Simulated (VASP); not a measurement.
Calculation: PBEsol GGA, VASP's PBE PAW potentials (set 64) (plane waves; VASP).

Input for VASP

**KPOINTS**
```
K-points
0
gamma
 6 6 6
0 0 0
```

### POSCAR
```
CdHg3Se4
6.1269550
  0.9999999695   0.0000000000   0.0000000000
  0.0000000000   0.9999999695   0.0000000000
  0.0000000000   0.0000000000   0.9999999695
Hg Se Cd
3 4 1
direct
  1.0000000000   1.0000000000   0.0000000000
  0.5000000000   0.5000000000   0.0000000000
  0.5000000000   1.0000000000   0.5000000000
  0.2488409219   0.2511590781   0.2511590781
  0.7511590781   0.7488409219   0.2511590781
  0.7511590781   0.2511590781   0.7488409219
  0.2488409219   0.7488409219   0.7488409219
  1.0000000000   0.5000000000   0.5000000000
```

INCAR:
```
SYSTEM = CdHg3Se4
PREC = Accurate; ENCUT = 400; LREAL = .FALSE.
LASPH = .TRUE.
EDIFF = 1E-7; NELM = 100; ALGO = Normal
LMAXMIX = 6
ISMEAR = -5
GGA = PS
ISIF = 2
LWAVE = .FALSE.; LCHARG = .TRUE.; LORBIT = 11
NEDOS = 601
LEFG = .TRUE.
```

POTCAR, in this order: Hg Se Cd (PBE.64 set). Program: vasp_std.

Output

File OUTCAR:
```
 ion  position               nearest neighbor table
   1  0.000  0.000  0.000-   4 2.66   5 2.66   6 2.66   7 2.66
   2  0.500  0.500  0.000-   4 2.66   5 2.66   6 2.66   7 2.66
   3  0.500  0.000  0.500-   4 2.66   5 2.66   6 2.66   7 2.66
   4  0.249  0.251  0.251-   8 2.64   2 2.66   3 2.66   1 2.66
   5  0.751  0.749  0.251-   8 2.64   2 2.66   3 2.66   1 2.66
   6  0.751  0.251  0.749-   8 2.64   2 2.66   3 2.66   1 2.66
   7  0.249  0.749  0.749-   8 2.64   2 2.66   3 2.66   1 2.66
   8  0.000  0.500  0.500-   4 2.64   5 2.64   6 2.64   7 2.64
  LATTYP: Found a simple cubic cell.
 ALAT       =     6.1269548132
 Subroutine PRICEL returns:
 Original cell was already a primitive cell.
 Subroutine GETGRP returns: Found 24 space group operations
The static configuration has the point symmetry D_2d.
 The point group associated with its full space group is T_d .
The dynamic configuration has the point symmetry D_2d.
 Subroutine INISYM returns: Found 24 space group operations
 Subroutine IBZKPT returns following result:
 Found     20 irreducible k-points:

 Following reciprocal coordinates:
            Coordinates               Weight
  0.000000  0.000000  0.000000      1.000000
  0.166667  0.000000  0.000000      6.000000
...
```

**OSZICAR**
```
       N       E                     dE             d eps       ncg     rms          rms(c)
DAV:   1     0.455450311034E+03    0.45545E+03   -0.29399E+04  1720   0.122E+03
DAV:   2     0.651140563772E+01   -0.44894E+03   -0.43979E+03  1947   0.323E+02
DAV:   3    -0.215525324787E+02   -0.28064E+02   -0.27902E+02  2011   0.784E+01
DAV:   4    -0.218897423151E+02   -0.33721E+00   -0.33649E+00  1923   0.829E+00
DAV:   5    -0.218932288060E+02   -0.34865E-02   -0.34845E-02  1990   0.813E-01    0.148E+01
DAV:   6    -0.206162088026E+02    0.12770E+01   -0.30788E+00  2139   0.155E+01    0.114E+01
DAV:   7    -0.206029103248E+02    0.13298E-01   -0.13761E+00  1820   0.503E+00    0.469E+00
DAV:   8    -0.205851025474E+02    0.17808E-01   -0.24589E-01  1954   0.395E+00    0.789E-01
DAV:   9    -0.205814989992E+02    0.36035E-02   -0.32430E-02  1852   0.168E+00    0.183E-01
DAV:  10    -0.205815879872E+02   -0.88988E-04   -0.15065E-03  1894   0.196E-01    0.760E-02
DAV:  11    -0.205815550199E+02    0.32967E-04   -0.40244E-04  2099   0.139E-01    0.348E-02
DAV:  12    -0.205815734613E+02   -0.18441E-04   -0.66310E-05  1820   0.411E-02    0.903E-03
DAV:  13    -0.205815736100E+02   -0.14872E-06   -0.39534E-06  1950   0.140E-02    0.463E-03
DAV:  14    -0.205815742073E+02   -0.59725E-06   -0.83365E-07  1636   0.447E-03    0.133E-03
DAV:  15    -0.205815741643E+02    0.43034E-07   -0.13387E-07  1289   0.198E-03
   1 F= -.20581574E+02 E0= -.20581574E+02  d E =0.000000E+00
```

File OUTCAR:
```
------------------------ aborting loop because EDIFF is reached ----------------------------------------
  FORCE on cell =-STRESS in cart. coord.  units (eV):
  Direction    XX          YY          ZZ          XY          YZ          ZX
  --------------------------------------------------------------------------------------
  Total        0.0370550      0.0370550      0.0370550     -0.0000000      0.0000000     -0.0000000
  in kB        0.2581213      0.2581213      0.2581213     -0.0000000      0.0000000     -0.0000000
  external PRESSURE =       0.2581213 kB  Pullay stress =       0.0000000 kB
  volume of cell :      230.00
      direct lattice vectors                 reciprocal lattice vectors
     6.126954813  0.000000000  0.000000000     0.163213216  0.000000000  0.000000000
     0.000000000  6.126954813  0.000000000     0.000000000  0.163213216  0.000000000
     0.000000000  0.000000000  6.126954813     0.000000000  0.000000000  0.163213216
 POSITION                                       TOTAL-FORCE (eV/Angst)
 -----------------------------------------------------------------------------------
      0.00000      0.00000      0.00000         0.000000      0.000000      0.000000
      3.06348      3.06348      0.00000        -0.000000      0.000000      0.000000
      3.06348      0.00000      3.06348         0.000000      0.000000     -0.000000
      1.52464      1.53884      1.53884        -0.004288      0.004288      0.004288
      4.60232      4.58811      1.53884         0.004288     -0.004288      0.004288
      4.60232      1.53884      4.58811         0.004288      0.004288     -0.004288
      1.52464      4.58811      4.58811        -0.004288     -0.004288     -0.004288
      0.00000      3.06348      3.06348         0.000000      0.000000      0.000000
 -----------------------------------------------------------------------------------
    total drift:                               -0.000000     -0.000000      0.000000
  FREE ENERGIE OF THE ION-ELECTRON SYSTEM (eV)
  ---------------------------------------------------
  free  energy   TOTEN  =       -20.5815741643 eV

  energy  without entropy=      -20.5815741643  energy(sigma->0) =      -20.58157416

 total charge

# of ion       s       p       d       tot
------------------------------------------
    1        0.707   0.397   9.382  10.487
    2        0.707   0.397   9.382  10.487
    3        0.707   0.397   9.382  10.487
    4        1.461   2.305   0.031   3.796
    5        1.461   2.305   0.031   3.796
    6        1.461   2.305   0.031   3.796
    7        1.461   2.305   0.031   3.796
    8        0.456   0.313   9.542  10.312
--------------------------------------------------
tot          8.420  10.723  37.813  56.956

 Electric field gradients after diagonalization (V/A^2)
 (convention: |V_zz| > |V_xx| > |V_yy|)
----------------------------------------------------------------------
 ion       V_xx      V_yy      V_zz     asymmetry (V_yy - V_xx)/ V_zz
----------------------------------------------------------------------
   1      -3.971    -3.971     7.942       0.000
   2      -3.971    -3.971     7.942       0.000
   3      -3.971    -3.971     7.942       0.000
   4      24.465    24.465   -48.931       0.000
   5      24.465    24.465   -48.931       0.000
   6      24.465    24.465   -48.931       0.000
   7      24.465    24.465   -48.931       0.000
   8      -0.000    -0.000     0.000       0.500
```
(Selected blocks of OUTCAR.)

For a metal the tetrahedron method with Blöchl corrections gives inexact stress and forces.

The structure was generated: CdHg3Se4 was put into an ordered model structure (P-43m), which need not be its known phase. It was relaxed first.
